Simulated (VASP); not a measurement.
Write the native input for VASP 6.6.1 that does the following.

```
Task                   : single point
Functional             : PBE
Potentials or basis    : VASP PAW PBE potentials, release 64 (K_sv, Cd, Se, O)
Cutoff                 : 520 eV
k mesh                 : 3 × 2 × 2
Occupations            : gaussian, width 0.1 eV
Spin                   : no spin polarisation
Dipole correction      : no
Further INCAR settings : LREAL = Auto; ALGO = Fast; EDIFF = 1e-06; NBANDS = 91
```

The structure of K4Cd2Se4O11 (a cell with a defect) lies in POSCAR:

```
K4Cd2Se4O11
1.0
    5.6984159900      0.0000000000     -0.0000005900
   -5.6984160000      9.8699460200     -0.0000011700
   -0.0000006500     -3.2899801300      6.3172155900
K Cd Se O
4 2 4 11
Direct
    0.7987695973      0.3084862843      0.4109887964
    0.2071483056      0.2003996953      0.5954525856
    0.7997693988      0.7951356074      0.4042770689
    0.2021296172      0.7015453510      0.5999685916
    0.0037625317     -0.0050358772     -0.0089884543
    0.0034462371      0.5074333094      0.0050244598
    0.6274787889      0.1233952735      0.8670884247
    0.3615544429      0.3717963964      0.1309829681
    0.6207951084      0.6231742658      0.8691199496
    0.3982391336      0.8893069859      0.1375655561
    0.7485221316      0.0065611205      0.7529224516
    0.7528011191      0.2440026218      0.7549141962
    0.2753014814      0.0077275646      0.7479433152
    0.2560003265      0.4945708058      0.2484030674
    0.7151808428      0.4814681468      0.2447138242
    0.2225215403      0.2496065829      0.2431013160
    0.7369002234      0.5045069588      0.7543554525
    0.7335306814      0.7407869969      0.7508469882
    0.2683170298      0.5046136615      0.7550503352
    0.2378908418      0.9949168012      0.2438182269
    0.2809143794      0.7586106091      0.2440828608
```

The input as run:

INCAR

```
PREC = Accurate ; ENCUT = 520
EDIFF = 1E-6 ; ISMEAR = 0
SIGMA = 0.1 ; LREAL = Auto
LASPH = True ; NELM = 100
ALGO = Fast ; ISIF = 2
LWAVE = False ; LCHARG = False
GGA = PE ; NBANDS = 91
```

KPOINTS

```
Automatic mesh
0
Gamma
  3 2 2
```

Potentials or basis: VASP PAW PBE potentials, release 64 (K_sv, Cd, Se, O).

Launch:

```sh
$ cat potpaw_PBE.64/K_sv/POTCAR potpaw_PBE.64/Cd/POTCAR potpaw_PBE.64/Se/POTCAR potpaw_PBE.64/O/POTCAR > POTCAR
$ mpirun -np 1 vasp_std > vasp.out
```

It gave:

| Property | Result |
| --- | --- |
| Pressure | 2.4 GPa |
| Largest force | 0.272 eV/Å |
| Band gap on the k mesh | 1.80 eV, direct |

Caveat: the k mesh is coarse (spacing up to 0.50 Å⁻¹), so the values aren't converged.

It took 17 min on 1 thread of AMD EPYC 7R13 Processor (Zen 3), with other jobs on the host, peak memory 0.53 GiB.
